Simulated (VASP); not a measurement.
Output of a VASP run:

### OSZICAR
```
       N       E                     dE             d eps       ncg     rms          rms(c)
DAV:   1     0.212078335029E+02    0.21208E+02   -0.14752E+04  2176   0.148E+03
DAV:   2    -0.111617421927E+03   -0.13283E+03   -0.13130E+03  2310   0.301E+02
DAV:   3    -0.113913435631E+03   -0.22960E+01   -0.22748E+01  2581   0.352E+01
DAV:   4    -0.113929437512E+03   -0.16002E-01   -0.15998E-01  2437   0.286E+00
DAV:   5    -0.113929661360E+03   -0.22385E-03   -0.22385E-03  2533   0.347E-01    0.251E+00
DAV:   6    -0.108366983512E+03    0.55627E+01   -0.23358E+00  2188   0.164E+01    0.334E+00
DAV:   7    -0.106736113058E+03    0.16309E+01   -0.20600E-01  2211   0.581E+00    0.284E+00
DAV:   8    -0.108703519922E+03   -0.19674E+01   -0.56141E-01  2190   0.746E+00    0.167E+00
DAV:   9    -0.106346585110E+03    0.23569E+01   -0.24889E-01  2189   0.482E+00    0.704E-01
DAV:  10    -0.106347942787E+03   -0.13577E-02   -0.10082E-03  2436   0.255E-01    0.696E-01
DAV:  11    -0.106344054520E+03    0.38883E-02   -0.54015E-04  2259   0.172E-01    0.690E-01
DAV:  12    -0.106347908841E+03   -0.38543E-02   -0.26108E-03  2233   0.413E-01    0.676E-01
DAV:  13    -0.106334789912E+03    0.13119E-01   -0.19313E-02  2228   0.978E-01    0.571E-01
DAV:  14    -0.106336617031E+03   -0.18271E-02   -0.39397E-04  2259   0.142E-01    0.570E-01
DAV:  15    -0.106327025022E+03    0.95920E-02   -0.82571E-03  2220   0.935E-01    0.602E-01
DAV:  16    -0.106342358258E+03   -0.15333E-01   -0.23122E-03  2178   0.384E-01    0.403E-01
DAV:  17    -0.106351904693E+03   -0.95464E-02   -0.53012E-03  2229   0.609E-01    0.216E-01
DAV:  18    -0.106355508291E+03   -0.36036E-02   -0.64532E-03  2258   0.577E-01    0.162E-01
DAV:  19    -0.106356776105E+03   -0.12678E-02   -0.34167E-04  2359   0.157E-01    0.167E-01
DAV:  20    -0.106357948199E+03   -0.11721E-02   -0.29109E-04  2243   0.146E-01    0.133E-01
DAV:  21    -0.106358648310E+03   -0.70011E-03   -0.22854E-04  2264   0.134E-01    0.114E-01
DAV:  22    -0.106358949109E+03   -0.30080E-03   -0.13834E-04  2265   0.108E-01    0.103E-01
DAV:  23    -0.106359114242E+03   -0.16513E-03   -0.23181E-04  2265   0.132E-01    0.311E-02
DAV:  24    -0.106359093412E+03    0.20830E-04   -0.38037E-05  2256   0.605E-02    0.111E-02
DAV:  25    -0.106359108560E+03   -0.15148E-04   -0.38043E-06  1765   0.154E-02    0.820E-03
DAV:  26    -0.106359112084E+03   -0.35238E-05   -0.54425E-06  1754   0.211E-02    0.761E-03
DAV:  27    -0.106359114964E+03   -0.28804E-05   -0.11180E-06  1580   0.875E-03    0.146E-03
DAV:  28    -0.106359115033E+03   -0.68288E-07   -0.16288E-07  1097   0.449E-03
   1 F= -.10635912E+03 E0= -.10635852E+03  d E =-.106359E+03
```

### OUTCAR
```
------------------------ aborting loop because EDIFF is reached ----------------------------------------
  FORCE on cell =-STRESS in cart. coord.  units (eV):
  Direction    XX          YY          ZZ          XY          YZ          ZX
  --------------------------------------------------------------------------------------
  Total       -0.0074108     -0.0074108     -0.0083337      0.0000000      0.0000000      0.0000000
  in kB       -0.1967520     -0.1967520     -0.2212569      0.0000000      0.0000000      0.0000000
  external PRESSURE =      -0.2049203 kB  Pullay stress =       0.0000000 kB
  volume of cell :       60.35
      direct lattice vectors                 reciprocal lattice vectors
     1.770406437 -3.066434009  0.000000000     0.282421025 -0.163055849  0.000000000
     1.770406437  3.066434009  0.000000000     0.282421025  0.163055849  0.000000000
     0.000000000  0.000000000  5.557988883     0.000000000  0.000000000  0.179921195
 POSITION                                       TOTAL-FORCE (eV/Angst)
 -----------------------------------------------------------------------------------
      1.77041      1.02215      1.38950        -0.000000      0.000000      0.000000
      1.77041     -1.02215      4.16849         0.000000     -0.000000      0.000000
 -----------------------------------------------------------------------------------
    total drift:                               -0.000000      0.000473      0.000009
  FREE ENERGIE OF THE ION-ELECTRON SYSTEM (eV)
  ---------------------------------------------------
  free  energy   TOTEN  =      -106.3591150327 eV

  energy  without entropy=     -106.3573355869  energy(sigma->0) =     -106.35852188

 reached required accuracy - stopping structural energy minimisation
```
(Selected blocks of OUTCAR.)

### POSCAR
```
Tl
1
    1.7704064367    -3.0664340087    -0.0000000000
    1.7704064367     3.0664340087     0.0000000000
   -0.0000000000     0.0000000000     5.5579888829
Tl
2
Direct
  0.3333330000   0.6666670000   0.2500000000
  0.6666670000   0.3333330000   0.7500000000
```

### Question
Write an INCAR and KPOINTS that could have produced this output.

### Answer
Several could match; the one computed here: the input of the run itself, r2SCAN meta-GGA, plane waves, VASP's PBE PAW potentials (set 64).

**INCAR**
```
# general
SYSTEM   =  Tl
PREC     =  Accurate
ENCUT    =  520
LREAL    =  .False.   # projection in real space or not
LASPH    =  .True.

# electronic loop
EDIFF    =  1E-6   # SCF stop (eV)
NELM     =  100
ALGO     =  Normal
LMAXMIX  =  4
LMIXTAU  =  .True.

# smearing
ISMEAR   =  1   # Methfessel-Paxton
SIGMA    =  0.1

# functional
METAGGA  =  R2SCAN

# ions
IBRION   =  2
NSW      =  60   # most ionic steps
ISIF     =  3   # ions, shape and volume
EDIFFG   =  -0.01   # ionic stop

# output
LWAVE    =  .False.
LCHARG   =  .False.
```

KPOINTS:
```
Automatic mesh
0
Gamma
11 11 6
0 0 0
```

POTCAR, in this order: Tl_d (PBE.64 set). Program: vasp_std.

The compound is Tl in the hcp structure. It was relaxed first, which changed the volume by +5 %. The start is the result of an earlier pass.
